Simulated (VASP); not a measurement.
Crystal: Li.

```
Li
1.0
    -1.75465    1.75465    1.75465
     1.75465   -1.75465    1.75465
     1.75465    1.75465   -1.75465
Li
1
Direct
  0.00000 0.00000 0.00000
```

- Program: VASP 6.6.1
- Task: relaxation of cell and atoms
- Functional: PBE
- Dispersion: D3(BJ)
- Potentials or basis: VASP PAW PBE potentials, release 64 (Li_sv)
- Cutoff: 600 eV
- k mesh: 16 × 16 × 16
- Occupations: methfessel-paxton, width 0.1 eV
- Spin: no spin polarisation

At the start: pressure -2.0 GPa; volume 21.61 Å³/atom.

**Question.** How do energy, volume and symmetry change on relaxing?

**Answer.** Over 6 steps the energy falls by 25.8 meV/atom and the volume is 18.06 Å³/atom (-16.4 %); space group Im-3m (No. 229, to 0.05 Å).

Step by step:
```csv
step,energy change (eV),largest force (eV/Å),pressure (GPa),volume (Å³)
1,0.0000,0.0000,-2.05,21.61
2,-0.0100,0.0000,-1.70,20.76
3,-0.0234,0.0000,-0.75,19.07
4,-0.0109,0.0000,2.53,15.98
5,-0.0258,0.0000,-0.14,18.22
6,-0.0258,0.0000,0.03,18.06
```

Final structure:
```xyz
1
Lattice="-1.6528 1.6528 1.6528 1.6528 -1.6528 1.6528 1.6528 1.6528 -1.6528" Properties=species:S:1:pos:R:3 pbc="T T T"
Li    0.0000    0.0000    0.0000
```

Caveat: the cutoff is under 1.25 times the usual one of these potentials, so pressure, stress and relaxed cells hold a basis-set (Pulay) error; the volume moved by over 15 % at a fixed basis, so the end points are rough; the volume moved by -16 % from the deposited cell, more than functionals usually miss; pairwise dispersion overbinds metals, which lowers pressure and volume.
